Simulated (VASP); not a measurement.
Given:

```
CELL_PARAMETERS angstrom
      1.27756    -2.21280     0.00000
      1.27756     2.21280     0.00000
      0.00000     0.00000     4.22543
ATOMIC_POSITIONS crystal
  B  0.66667 0.33333 0.50024
  B  0.33333 0.66667 0.00024
  N  0.66667 0.33333 0.87476
  N  0.33333 0.66667 0.37476
```

Method: PBE GGA, VASP's PBE PAW potentials (set 64) (plane waves; VASP). Numerical set-up: 520 eV cut-off, 11×11×6 Γ-centred mesh, tetrahedra with Blöchl corrections, potentials B N.

Estimate the energy per atom (σ→0).

* **energy per atom (σ→0)**: -8.708 eV/atom

The absolute energy has meaning only against runs of the same code, potentials and settings.

The compound is BN in the wurtzite structure, a metastable high-pressure form. It was relaxed first.
